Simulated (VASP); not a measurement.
The system is InSb.

```xyz
2
Lattice="0.0000 3.3166 3.3166 3.3166 0.0000 3.3166 3.3166 3.3166 0.0000" Properties=species:S:1:pos:R:3 pbc="T T T"
In    0.0000    0.0000    0.0000
Sb    4.9749    4.9749    4.9749
```

The cell is a database's computed one.

- Program: VASP 6.6.1
- Task: relaxation of cell and atoms
- Functional: RPBE
- Potentials or basis: VASP PAW PBE potentials, release 64 (In_d, Sb)
- Cutoff: 600 eV
- k mesh: 12 × 12 × 12
- Occupations: gaussian, width 0.1 eV
- Spin: no spin polarisation

At the start: pressure 1.3 GPa; volume 36.48 Å³/atom.

**Question.** How do energy, volume and symmetry change on relaxing?

**Answer.** Over 3 steps the energy falls by 5.5 meV/atom and the volume is 37.86 Å³/atom (+3.8 %); space group F-43m (No. 216, to 0.05 Å).

The path:
| step | energy change (eV) | largest force (eV/Å) | pressure (GPa) | volume (Å³) |
| --- | --- | --- | --- | --- |
| 1 | 0.0000 | 0.0000 | 1.34 | 72.96 |
| 2 | -0.0107 | 0.0000 | -0.21 | 76.22 |
| 3 | -0.0110 | 0.0000 | 0.01 | 75.72 |

Final structure:
```
In Sb
1.0
     0.00000    3.35786    3.35786
     3.35786    0.00000    3.35786
     3.35786    3.35786    0.00000
In Sb
1 1
Direct
  0.00000 0.00000 0.00000
  0.75000 0.75000 0.75000
```

Caveat: the PAW data sets were made with another functional, which shifts forces and pressure a little.
